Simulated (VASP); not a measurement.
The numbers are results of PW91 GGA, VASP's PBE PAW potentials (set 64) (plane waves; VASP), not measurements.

VASP ran on this input.

INCAR:
```
NEDOS=601   ! DOS grid
LREAL=.FALSE.
GGA=91
LORBIT=11   ! lm-projected
ISIF=2
ISMEAR=-5   ! tetrahedra, Bloechl
ALGO=Normal   ! blocked Davidson
LMAXMIX=4   ! l cut-off of mixed one-centre charges
ENCUT=520   ! plane-wave cut-off (eV)
LCHARG=.TRUE.
EDIFF=1E-7
PREC=Accurate
LWAVE=.FALSE.
NELM=100
LASPH=.TRUE.   ! aspherical one-centre terms
SYSTEM=NaI
```

**POSCAR**
```
NaI
1
    0.0000000000     3.2637698198     3.2637698198
    3.2637698198     0.0000000000     3.2637698198
    3.2637698198     3.2637698198     0.0000000000
Na I
1 1
Direct
  0.0000000000   0.0000000000   0.0000000000
  0.5000000000   0.5000000000   0.5000000000
```

KPOINTS:
```
Automatic mesh
0
gamma
8 8 8
0 0 0
```

POTCAR, in this order: Na_pv I (PBE.64 set). Program: vasp_std.

The run wrote:

OUTCAR:
```
 ion  position               nearest neighbor table
   1  0.000  0.000  0.000-
   2  0.500  0.500  0.500-
  LATTYP: Found a face centered cubic cell.
 ALAT       =     6.5275396396
 Subroutine PRICEL returns:
 Original cell was already a primitive cell.
 Subroutine GETGRP returns: Found 48 space group operations
The static configuration has the point symmetry O_h .
The dynamic configuration has the point symmetry O_h .
 Subroutine INISYM returns: Found 48 space group operations
 Subroutine IBZKPT returns following result:
 Found     29 irreducible k-points:

 Following reciprocal coordinates:
            Coordinates               Weight
  0.000000  0.000000  0.000000      1.000000
  0.125000  0.000000  0.000000      8.000000
  0.250000  0.000000  0.000000      8.000000
  0.375000  0.000000  0.000000      8.000000
  0.500000  0.000000  0.000000      4.000000
  0.125000  0.125000  0.000000      6.000000
  0.250000  0.125000  0.000000     24.000000
  0.375000  0.125000  0.000000     24.000000
  0.500000  0.125000  0.000000     24.000000
...
```

File OSZICAR:
```
       N       E                     dE             d eps       ncg     rms          rms(c)
DAV:   1     0.757924358193E+02    0.75792E+02   -0.68120E+03   638   0.113E+03
DAV:   2     0.891354463818E+00   -0.74901E+02   -0.70280E+02   697   0.225E+02
DAV:   3    -0.531692220222E+01   -0.62083E+01   -0.61587E+01   782   0.670E+01
DAV:   4    -0.550183969263E+01   -0.18492E+00   -0.18477E+00   744   0.119E+01
DAV:   5    -0.550676454088E+01   -0.49248E-02   -0.49246E-02   777   0.202E+00    0.174E+00
DAV:   6    -0.544820278686E+01    0.58562E-01   -0.82006E-02   731   0.179E+00    0.118E+00
DAV:   7    -0.543994587851E+01    0.82569E-02   -0.70146E-02   731   0.159E+00    0.563E-01
DAV:   8    -0.544172265105E+01   -0.17768E-02   -0.47398E-03   674   0.655E-01    0.151E-01
DAV:   9    -0.544169637083E+01    0.26280E-04   -0.13287E-04   731   0.121E-01    0.547E-02
DAV:  10    -0.544170935061E+01   -0.12980E-04   -0.48787E-05   731   0.787E-02    0.111E-02
DAV:  11    -0.544170831416E+01    0.10365E-05   -0.55494E-06   707   0.254E-02    0.144E-03
DAV:  12    -0.544170852403E+01   -0.20987E-06   -0.32676E-07   704   0.537E-03    0.692E-04
DAV:  13    -0.544170857787E+01   -0.53840E-07   -0.15207E-08   430   0.971E-04
   1 F= -.54417086E+01 E0= -.54417086E+01  d E =0.000000E+00
```

OUTCAR:
```
------------------------ aborting loop because EDIFF is reached ----------------------------------------
  FORCE on cell =-STRESS in cart. coord.  units (eV):
  Direction    XX          YY          ZZ          XY          YZ          ZX
  --------------------------------------------------------------------------------------
  Total        0.0090367      0.0090367      0.0090367      0.0000000      0.0000000      0.0000000
  in kB        0.2082248      0.2082248      0.2082248      0.0000000      0.0000000      0.0000000
  external PRESSURE =       0.2082248 kB  Pullay stress =       0.0000000 kB
  volume of cell :       69.53
      direct lattice vectors                 reciprocal lattice vectors
     0.000000000  3.263769820  3.263769820    -0.153197078  0.153197078  0.153197078
     3.263769820  0.000000000  3.263769820     0.153197078 -0.153197078  0.153197078
     3.263769820  3.263769820  0.000000000     0.153197078  0.153197078 -0.153197078
  FREE ENERGIE OF THE ION-ELECTRON SYSTEM (eV)
  ---------------------------------------------------
  free  energy   TOTEN  =        -5.4417085779 eV

  energy  without entropy=       -5.4417085779  energy(sigma->0) =       -5.44170858

 total charge

# of ion       s       p       d       tot
------------------------------------------
    1        0.040   5.971   0.000   6.011
    2        1.499   2.849   0.002   4.350
--------------------------------------------------
tot          1.539   8.820   0.002  10.361
```
(Selected blocks of OUTCAR.)

The compound is NaI in the rock salt structure. It was relaxed first.
